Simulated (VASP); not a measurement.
OSZICAR of a VASP run on CuAu (L1_0):

File OSZICAR:
```
       N       E                     dE             d eps       ncg     rms          rms(c)
DAV:   1     0.117575504784E+03    0.11758E+03   -0.99162E+03  6604   0.177E+03
DAV:   2    -0.247595700898E+01   -0.12005E+03   -0.11445E+03  6454   0.304E+02
DAV:   3    -0.642502923184E+01   -0.39491E+01   -0.39284E+01  7945   0.676E+01
DAV:   4    -0.646235297589E+01   -0.37324E-01   -0.37317E-01  7119   0.553E+00
DAV:   5    -0.646350842433E+01   -0.11554E-02   -0.11554E-02  9552   0.108E+00    0.989E+00
DAV:   6    -0.576048534838E+01    0.70302E+00   -0.23761E+00  8057   0.216E+01    0.584E+00
DAV:   7    -0.574161638008E+01    0.18869E-01   -0.13010E-01  8327   0.146E+01    0.384E+00
DAV:   8    -0.573610395713E+01    0.55124E-02   -0.14792E-01  7541   0.167E+01    0.121E+00
DAV:   9    -0.572532735777E+01    0.10777E-01   -0.39030E-02  6882   0.909E+00    0.143E-01
DAV:  10    -0.572544104298E+01   -0.11369E-03   -0.17593E-03  9891   0.733E-01    0.471E-02
DAV:  11    -0.572544302384E+01   -0.19809E-05   -0.42094E-05  9597   0.138E-01    0.240E-02
DAV:  12    -0.572544319705E+01   -0.17321E-06   -0.28967E-06  6264   0.687E-02
   1 F= -.57254432E+01 E0= -.57253701E+01  d E =-.219207E-03
```

Question: Which electronic solver shows in the log?

Answer: It is blocked Davidson (ALGO = Normal, or the opening steps of other solvers). The INCAR had ALGO = Normal.

Question: Can the final energy be trusted as converged?

Answer: Self-consistency was reached. It stopped with EDIFF = 1E-6, NELM = 100 (PBE GGA + U (Dudarev), plane waves, VASP's PBE PAW potentials (set 64)).

The compound is CuAu in the L1_0 structure. The cell was not relaxed at this level, atoms are displaced from their ideal sites. The run is one of a series of settings (LDAU = .TRUE., LDAUJ = 0 0, LDAUL = 2 -1, LDAUTYPE = 2, LDAUU = 4.0 0 against the base run), some of them coarse on purpose.
